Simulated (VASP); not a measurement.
Input for VASP

**INCAR**
```
SYSTEM = Hf
PREC = Accurate
ENCUT = 500
EDIFF = 1E-6
NELM = 100
ALGO = Normal
LREAL = .FALSE.
LASPH = .TRUE.
ISMEAR = 1
SIGMA = 0.1
METAGGA = R2SCAN
LMIXTAU = .TRUE.
LMAXMIX = 6
LWAVE = .FALSE.
LCHARG = .FALSE.
IBRION = 2
ISIF = 3
NSW = 40
EDIFFG = -0.02
PSTRESS = 300
```

POSCAR:
```
Hf
1.0
  1.4957067572  -2.5906400435   0.0000000000
  1.4957067572   2.5906400435   0.0000000000
  0.0000000000   0.0000000000   4.7338030289
Hf
2
direct
  0.3333330000   0.6666670000   0.2500000000
  0.6666670000   0.3333330000   0.7500000000
```

KPOINTS:
```
Automatic mesh
0
gamma
14 14 8
```

POTCAR, in this order: Hf_pv (PBE.64 set). Program: vasp_std.

Q: Write an equivalent input for Ansatz.

A: One equivalent input (not run):
Ansatz 0.2 input:
```yaml
crystal:
  lattice:
    - [1.4957068, -2.5906400, 0.0000000]
    - [1.4957068, 2.5906400, 0.0000000]
    - [0.0000000, 0.0000000, 4.7338030]
  atoms:
    - { symbol: Hf, position: [0.3333330, 0.6666670, 0.2500000] }
    - { symbol: Hf, position: [0.6666670, 0.3333330, 0.7500000] }
kpoints:
  mp_grid: { grid: [14, 14, 8] }
hamiltonian:
  xc: r2scan
  pseudopotentials: { kind: paw }
scf:
  occupations: { method: methfessel_paxton, width: 0.1 }
  max_iter: 100
relax:
  max_steps: 40
  f_tol: 0.02
  cell: { p_target: 30 }
output: { forces: true, stress: true, eigenvalues: true }
```
What does not carry over: each code has its own PAW files, so the cut-off isn't converted (ENCUT is set for VASP's; basis.ecutwfc is left out, and Ansatz then takes the one that its files recommend); Ansatz stops its SCF on the density residual and VASP on the energy change (EDIFF).

The compound is Hf in the hcp structure. It was relaxed first under an external pressure of 30 GPa.
